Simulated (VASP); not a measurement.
Write the native input for VASP 6.6.1 that does the following.

```yaml
Task: single point
Functional: PBEsol
Potentials_or_basis: VASP PAW PBE potentials, release 64 (C, Se)
Cutoff: 520 eV
k_mesh: 2 × 2 × 1
Occupations: fermi-dirac, width 0.05 eV
Spin: no spin polarisation
Dipole_correction: no
Further_INCAR_settings: LREAL = Auto; ALGO = Fast; EDIFF = 1e-07; NBANDS = 54
```

The structure of C18Se lies in POSCAR:

```
C18Se
1.0
    7.3980000000      0.0000000000      0.0000000000
   -3.6990000000      6.4068560000      0.0000000000
    0.0000000000      0.0000000000     12.0000000000
C Se
18 1
Direct
    0.0038621875      0.0024597088      0.0778663333
    0.2260868915      0.1136087654      0.0761332500
    0.0038440101      0.3363779364      0.0781505833
    0.2255379657      0.4464111570      0.0795022500
    0.0038483470      0.6691097786      0.0792160000
    0.2253643750      0.7804075821      0.0803613333
    0.3371669550      0.0024096062      0.0779335833
    0.5600169807      0.1147444238      0.0786876667
    0.3372285364      0.3359263889      0.0772861667
    0.5595240378      0.4464252045      0.0794316667
    0.3338852641      0.6674785573      0.0868609167
    0.5600311917      0.7813329970      0.0983210833
    0.6727260389      0.0069157165      0.0841822500
    0.8934282313      0.1147896878      0.0787202500
    0.6711167615      0.3363805898      0.0780704167
    0.8927993016      0.4471060377      0.0796265833
    0.6722180909      0.6674023889      0.0869147500
    0.8937532143      0.7804280290      0.0802551667
    0.5534001998      0.7679261092      0.2724790000
```

The cell was built by a generator and needn't be a form met in nature.

One way to write it, as run:

INCAR

```
  PREC = Accurate
  ENCUT = 520
  EDIFF = 1E-7
  ISMEAR = -1
  SIGMA = 0.05
  LREAL = Auto
  LASPH = T
  NELM = 100
  ALGO = Fast
  ISIF = 2
  LWAVE = F
  LCHARG = T
  GGA = PS
  LELF = T
  LVHAR = T
  NBANDS = 54
```

KPOINTS

```
Automatic mesh
0
Gamma
  2 2 1
```

Potentials or basis: VASP PAW PBE potentials, release 64 (C, Se).

Run with:

```console
$ cat potpaw_PBE.64/C/POTCAR potpaw_PBE.64/Se/POTCAR > POTCAR
$ mpirun -np 1 vasp_std > vasp.out
```

Results of the run:

* Largest force: 0.029 eV/Å
* Band gap on the k mesh: 0.14 eV, direct

Caveat: the k mesh is coarse (spacing up to 0.49 Å⁻¹), so the values aren't converged; the PAW data sets were made with another functional, which shifts forces and pressure a little.

It took 6.2 min on 1 thread of AMD EPYC 7R13 Processor (Zen 3), on a shared host, peak memory 0.56 GiB.
